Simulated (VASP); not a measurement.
Level of theory: PBE GGA, VASP's PBE PAW potentials (set 64) (plane waves; VASP).

VASP input:

File KPOINTS:
```
Automatic mesh
0
Gamma
6 6 6
0 0 0
```

File POSCAR:
```
CoSi
1
    4.4303700145     0.0000000000     0.0000000000
   -0.0000000000     4.4303700145     0.0000000000
   -0.0000000000     0.0000000000     4.4303700145
Co Si
4 4
Direct
  0.8556790134   0.6443209866   0.3556790134
  0.3556790134   0.8556790134   0.6443209866
  0.1443209866   0.1443209866   0.1443209866
  0.6443209866   0.3556790134   0.8556790134
  0.1569228207   0.3430771793   0.6569228207
  0.6569228207   0.1569228207   0.3430771793
  0.8430771793   0.8430771793   0.8430771793
  0.3430771793   0.6569228207   0.1569228207
```

**INCAR**
```
SYSTEM = CoSi
PREC = Accurate
ENCUT = 400
EDIFF = 1E-6
NELM = 100
ALGO = Normal
LREAL = .FALSE.
LASPH = .TRUE.
ISMEAR = 1
SIGMA = 0.1
GGA = PE
LMAXMIX = 4
LWAVE = .FALSE.
LCHARG = .FALSE.
IBRION = 2
ISIF = 3
NSW = 60
EDIFFG = -0.02
```

POTCAR, in this order: Co Si (PBE.64 set). Program: vasp_std.

Output of the run:

### OUTCAR
```
 ion  position               nearest neighbor table
   1  0.856  0.644  0.356-   5 2.31   6 2.33   7 2.33   8 2.33   6 2.44   7 2.44   8 2.44   2 2.72
                             4 2.72   3 2.72   3 2.72   2 2.72   4 2.72
   2  0.356  0.856  0.644-   6 2.31   5 2.33   7 2.33   8 2.33   8 2.44   5 2.44   7 2.44   1 2.72
                             3 2.72   4 2.72   3 2.72   1 2.72   4 2.72
   3  0.144  0.144  0.144-   7 2.31   6 2.33   5 2.33   8 2.33   8 2.44   5 2.44   6 2.44   2 2.72
                             4 2.72   1 2.72   2 2.72   1 2.72   4 2.72
   4  0.644  0.356  0.856-   8 2.31   6 2.33   7 2.33   5 2.33   5 2.44   6 2.44   7 2.44   1 2.72
                             1 2.72   2 2.72   2 2.72   3 2.72   3 2.72
   5  0.157  0.343  0.657-   1 2.31   2 2.33   3 2.33   4 2.33   2 2.44   3 2.44   4 2.44   8 2.74
                             6 2.74   8 2.74   7 2.74   7 2.74   6 2.74
   6  0.657  0.157  0.343-   2 2.31   1 2.33   3 2.33   4 2.33   4 2.44   1 2.44   3 2.44   8 2.74
                             7 2.74   5 2.74   8 2.74   7 2.74   5 2.74
   7  0.843  0.843  0.843-   3 2.31   2 2.33   1 2.33   4 2.33   4 2.44   1 2.44   2 2.44   5 2.74
                             6 2.74   8 2.74   6 2.74   5 2.74   8 2.74
   8  0.343  0.657  0.157-   4 2.31   2 2.33   3 2.33   1 2.33   1 2.44   2 2.44   3 2.44   7 2.74
                             5 2.74   5 2.74   6 2.74   6 2.74   7 2.74
  LATTYP: Found a simple cubic cell.
 ALAT       =     4.4303700145
 Subroutine PRICEL returns:
 Original cell was already a primitive cell.
 Subroutine GETGRP returns: Found 12 space group operations
The static configuration has the point symmetry C_3 .
 The point group associated with its full space group is T   .
The dynamic configuration has the point symmetry C_3 .
...
```

### OSZICAR
```
       N       E                     dE             d eps       ncg     rms          rms(c)
DAV:   1     0.311842866527E+03    0.31184E+03   -0.18888E+04  1488   0.157E+03
DAV:   2    -0.319769277003E+02   -0.34382E+03   -0.33506E+03  1488   0.373E+02
DAV:   3    -0.593972742468E+02   -0.27420E+02   -0.26699E+02  1779   0.122E+02
DAV:   4    -0.606146093281E+02   -0.12173E+01   -0.12099E+01  1916   0.257E+01
DAV:   5    -0.606619273589E+02   -0.47318E-01   -0.47310E-01  2070   0.424E+00    0.274E+01
DAV:   6    -0.668766954934E+02   -0.62148E+01   -0.18592E+02  2128   0.154E+02    0.275E+01
DAV:   7    -0.546730387958E+02    0.12204E+02   -0.70543E+01  2072   0.110E+02    0.766E+00
DAV:   8    -0.548434206736E+02   -0.17038E+00   -0.41049E+00  1686   0.118E+01    0.288E+00
DAV:   9    -0.547547510544E+02    0.88670E-01   -0.32880E-01  2339   0.643E+00    0.113E+00
DAV:  10    -0.547486786744E+02    0.60724E-02   -0.19050E-02  2234   0.964E-01    0.259E-01
DAV:  11    -0.547480349156E+02    0.64376E-03   -0.25409E-03  2372   0.482E-01    0.953E-02
DAV:  12    -0.547480012918E+02    0.33624E-04   -0.19862E-04  1873   0.150E-01    0.319E-02
DAV:  13    -0.547479966315E+02    0.46604E-05   -0.74670E-05  2364   0.571E-02    0.306E-02
DAV:  14    -0.547479944889E+02    0.21426E-05   -0.80219E-06  1636   0.219E-02    0.106E-02
DAV:  15    -0.547479948850E+02   -0.39607E-06   -0.35087E-06  1404   0.168E-02
   1 F= -.54747995E+02 E0= -.54748332E+02  d E =-.547480E+02
       N       E                     dE             d eps       ncg     rms          rms(c)
DAV:   1    -0.547529823398E+02   -0.49879E-02   -0.14625E-01  1693   0.371E+00    0.599E-01
DAV:   2    -0.547561039238E+02   -0.31216E-02   -0.11458E-01  2175   0.414E+00    0.637E-01
DAV:   3    -0.547485026238E+02    0.76013E-02   -0.48690E-02  2143   0.270E+00    0.127E-01
DAV:   4    -0.547483462971E+02    0.15633E-03   -0.12654E-03  1814   0.307E-01    0.308E-02
DAV:   5    -0.547483420368E+02    0.42603E-05   -0.44369E-05  2096   0.482E-02    0.196E-02
DAV:   6    -0.547483400158E+02    0.20210E-05   -0.15250E-05  2197   0.266E-02    0.508E-03
DAV:   7    -0.547483395473E+02    0.46846E-06   -0.18889E-06  1031   0.179E-02
   2 F= -.54748340E+02 E0= -.54748674E+02  d E =-.344662E-03
       N       E                     dE             d eps       ncg     rms          rms(c)
DAV:   1    -0.547484630688E+02   -0.12305E-03   -0.34763E-03  1685   0.576E-01    0.922E-02
DAV:   2    -0.547485352768E+02   -0.72208E-04   -0.27272E-03  2191   0.638E-01    0.985E-02
DAV:   3    -0.547483549072E+02    0.18037E-03   -0.11682E-03  2159   0.416E-01    0.200E-02
DAV:   4    -0.547483490771E+02    0.58301E-05   -0.28999E-05  1847   0.481E-02    0.446E-03
DAV:   5    -0.547483491064E+02   -0.29312E-07   -0.72367E-07   863   0.687E-03
   3 F= -.54748349E+02 E0= -.54748684E+02  d E =-.354221E-03
       N       E                     dE             d eps       ncg     rms          rms(c)
DAV:   1    -0.547485272104E+02   -0.17813E-03   -0.11730E-01  1488   0.188E+00    0.475E-02
DAV:   2    -0.547486902432E+02   -0.16303E-03   -0.18702E-03  2221   0.387E-01    0.398E-02
DAV:   3    -0.547486767863E+02    0.13457E-04   -0.90463E-05  2311   0.104E-01    0.238E-02
DAV:   4    -0.547486683020E+02    0.84843E-05   -0.36830E-05  2314   0.693E-02    0.184E-02
DAV:   5    -0.547486629218E+02    0.53803E-05   -0.18669E-05  2215   0.424E-02    0.317E-03
DAV:   6    -0.547486628264E+02    0.95318E-07   -0.42278E-07   849   0.686E-03
   4 F= -.54748663E+02 E0= -.54748999E+02  d E =-.313720E-03
```

**OUTCAR**
```
------------------------ aborting loop because EDIFF is reached ----------------------------------------
  FORCE on cell =-STRESS in cart. coord.  units (eV):
  Direction    XX          YY          ZZ          XY          YZ          ZX
  --------------------------------------------------------------------------------------
  Total        0.0436332      0.0436332      0.0436332      0.0000000      0.0000000      0.0000000
  in kB        0.8056041      0.8056041      0.8056041      0.0000000      0.0000000      0.0000000
  external PRESSURE =       0.8056041 kB  Pullay stress =       0.0000000 kB
  volume of cell :       86.78
      direct lattice vectors                 reciprocal lattice vectors
     4.427263523 -0.000000000 -0.000000000     0.225873160 -0.000000000  0.000000000
     0.000000000  4.427263523 -0.000000000     0.000000000  0.225873160 -0.000000000
     0.000000000  0.000000000  4.427263523     0.000000000  0.000000000  0.225873160
 POSITION                                       TOTAL-FORCE (eV/Angst)
 -----------------------------------------------------------------------------------
      3.78572      2.85518      1.57209        -0.008962      0.008962     -0.008962
      1.57209      3.78572      2.85518        -0.008962     -0.008962      0.008962
      0.64155      0.64155      0.64155         0.008962      0.008962      0.008962
      2.85518      1.57209      3.78572         0.008962     -0.008962     -0.008962
      0.69410      1.51953      2.90773        -0.001162      0.001162     -0.001162
      2.90773      0.69410      1.51953        -0.001162     -0.001162      0.001162
      3.73316      3.73316      3.73316         0.001162      0.001162      0.001162
      1.51953      2.90773      0.69410         0.001162     -0.001162     -0.001162
 -----------------------------------------------------------------------------------
    total drift:                                0.000000      0.000000      0.000000
  FREE ENERGIE OF THE ION-ELECTRON SYSTEM (eV)
  ---------------------------------------------------
  free  energy   TOTEN  =       -54.7486628264 eV

  energy  without entropy=      -54.7496710671  energy(sigma->0) =      -54.74899891

 reached required accuracy - stopping structural energy minimisation
```
(Selected blocks of OUTCAR.)

**CONTCAR**
```
CoSi
   1.00000000000000
     4.4272635232753315   -0.0000000000000000   -0.0000000000000000
     0.0000000000000000    4.4272635232753315   -0.0000000000000000
     0.0000000000000000    0.0000000000000000    4.4272635232753315
  Co              Si
     4     4
Direct
     0.8550918672429155    0.6449081327570845    0.3550918672429155
     0.3550918672429155    0.8550918672429155    0.6449081327570845
     0.1449081327570845    0.1449081327570845    0.1449081327570845
     0.6449081327570845    0.3550918672429155    0.8550918672429155
     0.1567782722410387    0.3432217277589613    0.6567782722410387
     0.6567782722410387    0.1567782722410387    0.3432217277589613
     0.8432217277589613    0.8432217277589613    0.8432217277589613
     0.3432217277589613    0.6567782722410387    0.1567782722410387
```

File OUTCAR:
```
 val. band max:       12.1396196306   @ k =   0.0000   0.0000   0.0000

 cond. band min:      12.2285587773   @ k =   0.5000   0.5000   0.3333


 Fermi energy:        12.1486939687

 k-point     1 :       0.0000    0.0000    0.0000
  band No.  band energies     occupation
      1      -1.5473      2.00000
      2       3.9561      2.00000
      3       3.9561      2.00000
      4       3.9561      2.00000
      5       6.6567      2.00000
      6       6.6567      2.00000
      7       6.6567      2.00000
      8       8.3775      2.00000
      9       8.3775      2.00000
     10       8.3775      2.00000
     11       9.0303      2.00000
     12       9.0732      2.00000
     13       9.0732      2.00000
     14       9.4267      2.00000
     15       9.4267      2.00000
     16       9.4267      2.00000
     17       9.8537      2.00000
     18       9.8537      2.00000
     19       9.8537      2.00000
     20      11.2362      2.00000
     21      11.2362      2.00000
     22      11.2362      2.00000
     23      11.3660      2.00000
     24      11.3660      2.00000
     25      12.1396      1.15289
     26      12.1396      1.15289
     27      12.1396      1.15289
     28      14.6495      0.00000
     29      14.6495      0.00000
     30      14.6495      0.00000
     31      15.0651      0.00000

 k-point     2 :       0.1667    0.0000    0.0000
  band No.  band energies     occupation
      1      -1.3404      2.00000
      2       2.8476      2.00000
      3       4.0878      2.00000
      4       4.6884      2.00000
      5       6.1344      2.00000
      6       6.7753      2.00000
      7       7.3760      2.00000
      8       7.6593      2.00000
      9       7.9824      2.00000
     10       8.8234      2.00000
     11       9.0788      2.00000
     12       9.1164      2.00000
     13       9.3531      2.00000
     14       9.3658      2.00000
     15       9.4326      2.00000
     16       9.4422      2.00000
     17       9.7785      2.00000
...
```

The compound is CoSi in the B20 structure. This run relaxes it. Symmetry was kept, so distortions that lower it aren't found. The start is the result of an earlier pass. The run is not spin-polarised, so no magnetic state was tried.
